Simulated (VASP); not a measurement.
Consider the following.

```
Ba2Zn
1.0
   -2.03668     2.03668     7.32900
    2.03668    -2.03668     7.32900
    2.03668     2.03668    -7.32900
Ba Zn
2 1
Direct
  0.62736   0.62736   0.00000
  0.37264   0.37264   0.00000
  0.00000   0.00000   0.00000
```

The numbers are results of PBEsol GGA, VASP's PBE PAW potentials (set 64) (plane waves; VASP), not measurements. Settings: 400 eV cut-off, 12×12×12 Γ-centred mesh, tetrahedra with Blöchl corrections, potentials Ba_sv Zn.

The cores are frozen, which limits the accuracy of field gradients.

**Question.** Give the principal components of the electric field gradient (V/Å²) and the asymmetry η at each nucleus.

**Answer.** 
| atom | Vxx | Vyy | Vzz | η |
|---|---|---|---|---|
| Ba1 | -8.7 | -8.7 | 17.5 | 0.00 |
| Ba2 | -8.7 | -8.7 | 17.5 | 0.00 |
| Zn3 | -4.9 | -4.9 | 9.7 | 0.00 |

The structure comes from a computed database's Ba2Zn entry (I4/mmm); how it stands against other phases isn't given here. It was relaxed first, which changed the volume by -7 %.
